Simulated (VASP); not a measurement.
Wanted: the native input for a VASP 6.6.1 run.

```
Task                   : single point
Functional             : revPBE
Dispersion             : D4
Potentials or basis    : VASP PAW PBE potentials, release 64 (Bi_d, Te)
Cutoff                 : 520 eV
k mesh                 : 7 × 7 × 7
Occupations            : tetrahedron
Spin                   : non-collinear spin, typed start
Starting moments       : [[0.0, 0.0, 0.5], [0.0, 0.0, 0.0]] μB
Dipole correction      : no
Further INCAR settings : ALGO = Fast; EDIFF = 1e-07; NBANDS = 33
```

The structure of BiTe lies in POSCAR:

```
BiTe
1.0
    0.0000000000      3.2132879364      3.2132879364
    3.2132879364      0.0000000000      3.2132879364
    3.2132879364      3.2132879364      0.0000000000
Bi Te
1 1
Direct
    0.0000000000      0.0000000000      0.0000000000
    0.5000000000      0.5000000000      0.5000000000
```

These files were run (other wordings do the same):

INCAR

```
  ALGO = Fast
  EDIFF = 1E-7
  ENCUT = 520
  GGA = RE
  ISIF = 2
  ISMEAR = -5
  IVDW = 13
  LASPH = True
  LCHARG = False
  LNONCOLLINEAR = True
  LORBIT = 11
  LREAL = False
  LWAVE = False
  MAGMOM = 0 0 0.5 0 0 0
  NBANDS = 33
  NELM = 150
  PREC = Accurate
  SIGMA = 0.1
```

KPOINTS

```
k-points
0
Gamma
  7 7 7
```

Potentials or basis: VASP PAW PBE potentials, release 64 (Bi_d, Te).

Command:

```bash
$ cat potpaw_PBE.64/Bi_d/POTCAR potpaw_PBE.64/Te/POTCAR > POTCAR
$ mpirun -np 1 vasp_ncl > vasp.out
```

It gave:

```yaml
Pressure: -0.9 GPa
Band_gap_on_the_k_mesh: none (metal or under the smearing width)
Net_moment: 0.25 μB per cell
Valence_electrons_inside_the_program's_atomic_spheres: Bi 12.71; Te 3.33
Dispersion_energy_per_atom: -0.769 eV
```

Caveat: the PAW data sets were made with another functional, which shifts forces and pressure a little; spin-orbit coupling is left out, which moves the levels of the heavy elements; pairwise dispersion overbinds metals, which lowers pressure and volume; tetrahedron occupations give inexact forces and stress in metals.

It took 10 min on 1 thread of Intel(R) Xeon(R) Platinum 8488C (Sapphire Rapids), with other jobs on the host, peak memory 0.49 GiB.
